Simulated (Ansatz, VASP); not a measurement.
**One calculation of KNaICl, two programs**

INCAR

```
SYSTEM = KNaICl
ALGO     = Normal         ! electronic algorithm
EDIFF    = 1E-6           ! SCF threshold, eV
ENCUT    = 520            ! plane-wave cutoff, eV
GGA      = CA             ! functional
ISIF     = 2              ! what is computed and relaxed
ISMEAR   = 0              ! smearing method
LASPH    = .TRUE.         ! aspherical terms in the spheres
LCHARG   = .FALSE.        ! write CHGCAR
LREAL    = .FALSE.        ! projectors in reciprocal space
LWAVE    = .FALSE.        ! write WAVECAR
NBANDS   = 23             ! bands
NELM     = 80             ! most SCF steps
PREC     = Accurate       ! precision mode
SIGMA    = 0.05           ! smearing width, eV
```

Contents of KPOINTS:

```
k-points
0
G
  6 6 4
  0 0 0
```

File POSCAR:

```
KNaICl
1.0
    4.2411676683      0.0000000000      0.0000000000
    0.0000000000      4.5582885432      0.0000000000
    0.0000000000      0.0000000000      6.2608948866
K Na I Cl
1 1 1 1
Direct
    0.5000000000      0.5000000000      0.5000000000
    0.0000000000      0.0000000000      0.0000000000
    0.5000000000      0.5000000000      0.0000000000
    0.0000000000      0.0000000000      0.5000000000
```

Input for Ansatz:

```yaml
crystal:
  lattice:
    - [4.2411676683, 0.0, 0.0]
    - [0.0, 4.5582885432, 0.0]
    - [0.0, 0.0, 6.2608948866]
  atoms:
    - { symbol: K, position: [0.5, 0.5, 0.5] }
    - { symbol: Na, position: [0.0, 0.0, 0.0] }
    - { symbol: I, position: [0.5, 0.5, 0.0] }
    - { symbol: Cl, position: [0.0, 0.0, 0.5] }
basis:
  ecutwfc: 520.0
kpoints:
  mp_grid: { grid: [6, 6, 4] }
hamiltonian:
  xc: lda
  pseudopotentials: { kind: paw }
scf:
  occupations: { method: gaussian, width: 0.05 }
output:
  forces: true
  stress: true
  eigenvalues: true
```

Change from the starting cell: strain +e along x and -e along y -0.0367, strain +e along z and -e/2 along x and y -0.0367.

Alike in both runs: task single point; functional LDA; k mesh 6 × 6 × 4; occupations gaussian, width 0.05 eV; no spin polarisation.

|  | VASP | Ansatz |
| --- | --- | --- |
| version | VASP 6.6.1 | Ansatz 0.2.0 |
| potentials or method | VASP PAW LDA potentials, release 64 (K_sv, Na_pv, I, Cl) | scalar-relativistic, plane waves, PAW |
| plane-wave cutoff (eV) | 520 | 520 |
| valence electrons in the cell | 30 | 42 |

Ansatz gave:

```
gap on the k mesh at the Fermi level (eV)       : 3.77
least direct gap on the mesh (eV)               : 3.77
pressure (GPa)                                  : 0.0
largest component of the traceless stress (GPa) : 1.67
```

What did VASP give for the same quantities?

gap on the k mesh at the Fermi level (eV): 3.78; least direct gap on the mesh (eV): 3.78; pressure (GPa): 0.1; largest component of the traceless stress (GPa): 1.70.

The two sets of potentials don't hold the same shells in valence.

Caveats: spin-orbit coupling is left out, which moves the levels of the heavy elements. A k mesh can miss the band edges.
